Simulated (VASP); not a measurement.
Given:

```
CELL_PARAMETERS angstrom
      0.00000     2.56116     2.56116
      2.56116     0.00000     2.56116
      2.56116     2.56116     0.00000
ATOMIC_POSITIONS crystal
  Pm 0.00000 0.00000 0.00000
```

Method: PBEsol GGA, VASP's PBE PAW potentials (set 64) (plane waves; VASP). Run with 400 eV cut-off, 11×11×11 Γ-centred mesh, first-order Methfessel-Paxton smearing of 0.10 eV, potentials Pm_3.

The 4f electrons are frozen in the core of the lanthanide potential, so 4f levels, which can set the real gap, and their magnetism are missing. Energy and stress use the plane-wave basis of the starting cell.

### Question
The ions, cell shape and volume are relaxed. Predict the relaxed structure.

### Answer

```
CELL_PARAMETERS angstrom
      0.00000     2.53396     2.53396
      2.53396     0.00000     2.53396
      2.53396     2.53396     0.00000
ATOMIC_POSITIONS crystal
  Pm 0.00000 0.00000 0.00000
```
Space group Fm-3m (225), at a tolerance of 0.03 Å.

### Question
How do energy and volume change from the first to the last step?

### Answer
The energy (σ→0) changes by -4.4 meV/atom and the volume by -3.2 %, in 4 ionic steps.

```
step  E(σ→0) (eV)  max force (eV/Å)  pressure (GPa)  volume (Å³)
----  -----------  ----------------  --------------  -----------
1         -5.1252             0.000           -1.26        33.60
2         -5.1295             0.000            0.13        32.33
3         -5.1296             0.000            0.13        32.44
4         -5.1296             0.000            0.00        32.54
```

The structure was generated: Pm was put into the fcc type (Fm-3m), which need not be its known phase. This run relaxes it. Symmetry was kept, so distortions that lower it aren't found.
